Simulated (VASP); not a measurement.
These are TPSS meta-GGA, VASP's PBE PAW potentials (set 64) (plane waves; VASP 6.6.1) values and carry that method's errors.

The input files of a VASP run:

POSCAR:
```
MgS
1
    0.0000000000     2.6082061970     2.6082061970
    2.6082061970     0.0000000000     2.6082061970
    2.6082061970     2.6082061970     0.0000000000
Mg S
1 1
Direct
  0.0000000000   0.0000000000   0.0000000000
  0.5000000000   0.5000000000   0.5000000000
```

KPOINTS:
```
Automatic mesh
0
gamma
10 10 10
0 0 0
```

INCAR:
```
SYSTEM = MgS
PREC = Accurate
ENCUT = 520
EDIFF = 1E-7
NELM = 100
ALGO = Normal
LREAL = .FALSE.
LASPH = .TRUE.
ISMEAR = -5
METAGGA = TPSS
LMIXTAU = .TRUE.
LWAVE = .FALSE.
LCHARG = .FALSE.
LORBIT = 11
NEDOS = 601
ISIF = 2
```

**KPOINTS_OPT**
```
k-points along high-symmetry lines
10
Line-mode
Reciprocal
  0.000000   0.000000   0.000000 ! GAMMA
  0.500000   0.000000   0.500000 ! X

  0.500000   0.000000   0.500000 ! X
  0.625000   0.250000   0.625000 ! U

  0.375000   0.375000   0.750000 ! K
  0.000000   0.000000   0.000000 ! GAMMA

  0.000000   0.000000   0.000000 ! GAMMA
  0.500000   0.500000   0.500000 ! L

  0.500000   0.500000   0.500000 ! L
  0.500000   0.250000   0.750000 ! W

  0.500000   0.250000   0.750000 ! W
  0.500000   0.000000   0.500000 ! X
```

POTCAR, in this order: Mg S (PBE.64 set). Program: vasp_std.

Output

OUTCAR:
```
 ion  position               nearest neighbor table
   1  0.000  0.000  0.000-   2 2.61   2 2.61   2 2.61   2 2.61   2 2.61   2 2.61
   2  0.500  0.500  0.500-   1 2.61   1 2.61   1 2.61   1 2.61   1 2.61   1 2.61
  LATTYP: Found a face centered cubic cell.
 ALAT       =     5.2164123940
 Subroutine PRICEL returns:
 Original cell was already a primitive cell.
 Subroutine GETGRP returns: Found 48 space group operations
The static configuration has the point symmetry O_h .
The dynamic configuration has the point symmetry O_h .
 Subroutine INISYM returns: Found 48 space group operations
 Subroutine IBZKPT returns following result:
 Found     47 irreducible k-points:

 Following reciprocal coordinates:
            Coordinates               Weight
  0.000000  0.000000  0.000000      1.000000
  0.100000  0.000000  0.000000      8.000000
  0.200000  0.000000  0.000000      8.000000
  0.300000  0.000000  0.000000      8.000000
  0.400000  0.000000  0.000000      8.000000
  0.500000  0.000000  0.000000      4.000000
  0.100000  0.100000  0.000000      6.000000
  0.200000  0.100000  0.000000     24.000000
  0.300000  0.100000  0.000000     24.000000
  0.400000  0.100000  0.000000     24.000000
  0.500000  0.100000  0.000000     24.000000
 -0.400000  0.100000  0.000000     24.000000
 -0.300000  0.100000  0.000000     24.000000
 -0.200000  0.100000  0.000000     24.000000
 -0.100000  0.100000  0.000000     12.000000
  0.200000  0.200000  0.000000      6.000000
  0.300000  0.200000  0.000000     24.000000
  0.400000  0.200000  0.000000     24.000000
  0.500000  0.200000  0.000000     24.000000
 -0.400000  0.200000  0.000000     24.000000
 -0.300000  0.200000  0.000000     24.000000
 -0.200000  0.200000  0.000000     12.000000
  0.300000  0.300000  0.000000      6.000000
  0.400000  0.300000  0.000000     24.000000
  0.500000  0.300000  0.000000     24.000000
 -0.400000  0.300000  0.000000     24.000000
 -0.300000  0.300000  0.000000     12.000000
  0.400000  0.400000  0.000000      6.000000
  0.500000  0.400000  0.000000     24.000000
 -0.400000  0.400000  0.000000     12.000000
  0.500000  0.500000  0.000000      3.000000
  0.300000  0.200000  0.100000     24.000000
  0.400000  0.200000  0.100000     48.000000
  0.500000  0.200000  0.100000     48.000000
 -0.400000  0.200000  0.100000     24.000000
  0.400000  0.300000  0.100000     24.000000
  0.500000  0.300000  0.100000     48.000000
 -0.400000  0.300000  0.100000     48.000000
 -0.300000  0.300000  0.100000     48.000000
 -0.200000  0.300000  0.100000     24.000000
   k-points           NKPTS =     47   k-points in BZ     NKDIM =     47   number of bands    NBANDS=      8
   number of dos      NEDOS =    601   number of ions     NIONS =      2
   total plane-waves  NPLWV =  21952
   dimension x,y,z NGX =    28 NGY =   28 NGZ =   28
   dimension x,y,z NGXF=    56 NGYF=   56 NGZF=   56
   ions per type =               1   1
   PREC   = accura    normal or accurate (medium, high low for compatibility)
   ISTART =      0    job   : 0-new  1-cont  2-samecut
   ICHARG =      2    charge: 1-file 2-atom 10-const
   ISPIN  =      1    spin polarized calculation?
   LNONCOLLINEAR =      F non collinear calculations
   LSORBIT =      F    spin-orbit coupling
   INIWAV =      1    electr: 0-lowe 1-rand  2-diag
   ENCUT  =  520.0 eV  38.22 Ry    6.18 a.u.   6.86  6.86  6.86*2*pi/ulx,y,z
   NELM   =    100;   NELMIN=  2; NELMDL= -5     # of ELM steps
   EDIFF  = 0.1E-06   stopping-criterion for ELM
   LREAL  =      F    real-space projection
   NLSPLINE    = F    spline interpolate recip. space projectors
   LMAXMIX     =    2 max onsite mixed and CHGCAR
...
```

### OSZICAR
```
       N       E                     dE             d eps       ncg     rms          rms(c)
DAV:   1     0.218317698647E+02    0.21832E+02   -0.39725E+03   792   0.877E+02
DAV:   2    -0.149478522468E+02   -0.36780E+02   -0.35659E+02  1016   0.155E+02
DAV:   3    -0.167135042109E+02   -0.17657E+01   -0.17657E+01  1080   0.410E+01
DAV:   4    -0.167234939533E+02   -0.99897E-02   -0.99897E-02  1216   0.371E+00
DAV:   5    -0.167235115382E+02   -0.17585E-04   -0.17585E-04  1168   0.123E-01    0.531E+00
DAV:   6    -0.176676675568E+02   -0.94416E+00   -0.39470E+00   752   0.301E+01    0.246E+00
DAV:   7    -0.176731495743E+02   -0.54820E-02   -0.13283E+00   904   0.831E+00    0.182E+00
DAV:   8    -0.176955063394E+02   -0.22357E-01   -0.11547E-01   752   0.443E+00    0.147E+00
DAV:   9    -0.176779850701E+02    0.17521E-01   -0.48237E-02   784   0.291E+00    0.339E-01
DAV:  10    -0.177064588940E+02   -0.28474E-01   -0.57219E-02   752   0.289E+00    0.234E-01
DAV:  11    -0.177176194463E+02   -0.11161E-01   -0.32518E-03   920   0.739E-01    0.289E-01
DAV:  12    -0.177175848458E+02    0.34601E-04   -0.97090E-05  1056   0.118E-01    0.403E-01
DAV:  13    -0.177177279468E+02   -0.14310E-03   -0.50047E-04   832   0.126E-01    0.715E-02
DAV:  14    -0.177177423274E+02   -0.14381E-04   -0.12690E-04   800   0.909E-02    0.733E-02
DAV:  15    -0.177177605840E+02   -0.18257E-04   -0.69982E-06   864   0.297E-02    0.489E-02
DAV:  16    -0.177177563527E+02    0.42312E-05   -0.10614E-05   808   0.202E-02    0.938E-03
DAV:  17    -0.177177583571E+02   -0.20044E-05   -0.31137E-07   840   0.714E-03    0.198E-04
DAV:  18    -0.177177579037E+02    0.45344E-06   -0.32109E-08   424   0.242E-03    0.107E-03
DAV:  19    -0.177177583280E+02   -0.42432E-06   -0.25103E-08   416   0.153E-03    0.849E-04
DAV:  20    -0.177177579647E+02    0.36335E-06   -0.33769E-09   400   0.847E-04    0.449E-04
DAV:  21    -0.177177580234E+02   -0.58748E-07   -0.51202E-10   400   0.183E-04
   1 F= -.17717758E+02 E0= -.17717758E+02  d E =0.000000E+00
       N       E                     dE             ncg
       N       E                     dE             ncg
```

OUTCAR:
```
------------------------ aborting loop because EDIFF is reached ----------------------------------------
  FORCE on cell =-STRESS in cart. coord.  units (eV):
  Direction    XX          YY          ZZ          XY          YZ          ZX
  --------------------------------------------------------------------------------------
  Total       -0.0001993     -0.0001993     -0.0001993      0.0000000      0.0000000      0.0000000
  in kB       -0.0090002     -0.0090002     -0.0090002      0.0000000      0.0000000      0.0000000
  external PRESSURE =      -0.0090002 kB  Pullay stress =       0.0000000 kB
  volume of cell :       35.49
      direct lattice vectors                 reciprocal lattice vectors
     0.000000000  2.608206197  2.608206197    -0.191702635  0.191702635  0.191702635
     2.608206197  0.000000000  2.608206197     0.191702635 -0.191702635  0.191702635
     2.608206197  2.608206197  0.000000000     0.191702635  0.191702635 -0.191702635
 POSITION                                       TOTAL-FORCE (eV/Angst)
 -----------------------------------------------------------------------------------
      0.00000      0.00000      0.00000         0.000000      0.000000      0.000000
      2.60821      2.60821      2.60821        -0.000000     -0.000000     -0.000000
 -----------------------------------------------------------------------------------
    total drift:                                0.000000      0.000000      0.000000
  FREE ENERGIE OF THE ION-ELECTRON SYSTEM (eV)
  ---------------------------------------------------
  free  energy   TOTEN  =       -17.7177580234 eV

  energy  without entropy=      -17.7177580234  energy(sigma->0) =      -17.71775802

 total charge

# of ion       s       p       d       tot
------------------------------------------
    1        0.130   0.123   0.038   0.290
    2        1.302   2.512   0.000   3.814
--------------------------------------------------
tot          1.432   2.635   0.038   4.104
```
(Selected blocks of OUTCAR.)

### OUTCAR
```
 val. band max:        3.5639124969   @ k =   0.0000   0.0000   0.0000

 cond. band min:       6.6056673966   @ k =   0.5000   0.5000   0.0000


 Fermi energy:         3.5997544261

 k-point     1 :       0.0000    0.0000    0.0000
  band No.  band energies     occupation
      1      -9.3349      2.00000
      2       3.5639      2.00000
      3       3.5639      2.00000
      4       3.5639      2.00000
      5       7.5215      0.00000
      6      11.7454      0.00000
      7      11.7454      0.00000
      8      11.7454      0.00000

 k-point     2 :       0.1000    0.0000    0.0000
  band No.  band energies     occupation
      1      -9.2375      2.00000
      2       2.8492      2.00000
      3       3.4974      2.00000
      4       3.4974      2.00000
      5       8.0948      0.00000
      6      11.4425      0.00000
      7      11.9325      0.00000
      8      11.9325      0.00000

 k-point     3 :       0.2000    0.0000    0.0000
  band No.  band energies     occupation
      1      -8.9631      2.00000
      2       1.4678      2.00000
      3       3.3350      2.00000
      4       3.3350      2.00000
      5       8.7133      0.00000
      6      11.5551      0.00000
      7      11.9147      0.00000
      8      11.9147      0.00000

 k-point     4 :       0.3000    0.0000    0.0000
  band No.  band energies     occupation
      1      -8.5739      2.00000
      2       0.1117      2.00000
      3       3.1542      2.00000
      4       3.1542      2.00000
      5       8.5902      0.00000
      6      11.3315      0.00000
      7      11.3315      0.00000
      8      12.7246      0.00000

 k-point     5 :       0.4000    0.0000    0.0000
  band No.  band energies     occupation
      1      -8.2004      2.00000
      2      -0.8893      2.00000
      3       3.0208      2.00000
      4       3.0208      2.00000
      5       8.3384      0.00000
      6      10.8750      0.00000
      7      10.8750      0.00000
...
```

The compound is MgS in the rock salt structure. It was relaxed first.
